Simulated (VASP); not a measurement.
A VASP calculation is set up with these files.

**KPOINTS**
```
Automatic mesh
0
Gamma
6 6 6
0 0 0
```

INCAR:
```
! general
SYSTEM   =  MnS
PREC     =  Accurate
ENCUT    =  400
LREAL    =  .False.
LASPH    =  .True.

! electronic loop
EDIFF    =  1E-6
NELM     =  100
ALGO     =  Normal
LMAXMIX  =  4

! smearing
ISMEAR   =  0
SIGMA    =  0.05

! functional
GGA      =  PE

! spin
ISPIN    =  2
MAGMOM   =  2*5.0 2*0.0

! ions
ISIF     =  2

! output
LWAVE    =  .False.
LCHARG   =  .False.
LORBIT   =  10
```

File POSCAR:
```
MnS
1
    5.2200000000     2.6100000000     2.6100000000
    2.6100000000     5.2200000000     2.6100000000
    2.6100000000     2.6100000000     5.2200000000
Mn S
2 2
Direct
  0.0000000000   0.0000000000   0.0000000000
  0.5000000000   0.5000000000   0.5000000000
  0.2500000000   0.2500000000   0.2500000000
  0.7500000000   0.7500000000   0.7500000000
```

POTCAR, in this order: Mn_pv S (PBE.64 set). Program: vasp_std.

Translate this PBE calculation to Quantum ESPRESSO's pw.x.

One equivalent input (not run):
```
&CONTROL
  calculation = 'scf'
  pseudo_dir = './pseudo'
  outdir = './out'
  tprnfor = .true.
  tstress = .true.
/
&SYSTEM
  ibrav = 0
  nat = 4
  ntyp = 2
  ecutwfc = 96
  occupations = 'smearing'
  smearing = 'gaussian'
  degauss = 0.003675
  input_dft = 'pbe'
  nspin = 2
  starting_magnetization(1) = 0.5
/
&ELECTRONS
  conv_thr = 7.3e-08
  electron_maxstep = 100
/
ATOMIC_SPECIES
  Mn 54.938 Mn.upf
  S 32.060 S.upf
CELL_PARAMETERS angstrom
     5.2200000    2.6100000    2.6100000
     2.6100000    5.2200000    2.6100000
     2.6100000    2.6100000    5.2200000
ATOMIC_POSITIONS crystal
  Mn   0.0000000  0.0000000  0.0000000
  Mn   0.5000000  0.5000000  0.5000000
  S    0.2500000  0.2500000  0.2500000
  S    0.7500000  0.7500000  0.7500000
K_POINTS automatic
  6 6 6 0 0 0
```
What does not carry over: the potentials are each code's own (VASP's PAW set, PseudoDojo norm-conserving files in pw.x), so ENCUT and ecutwfc are chosen apart and not converted; conv_thr bounds pw.x's estimated SCF error, while EDIFF bounds the energy change between steps; starting_magnetization is a fraction of the valence charge and MAGMOM a moment in μB, so they match only roughly.

The compound is MnS in the rock salt, AFM-II order structure. The cell was not relaxed at this level. The k-mesh is coarse (spacing up to 0.33 per Å, 2π included), so the numbers may not be converged in it. The run is one of a series of settings (MAGMOM = 5.0 5.0 0.0 0.0 against the base run), some of them coarse on purpose.
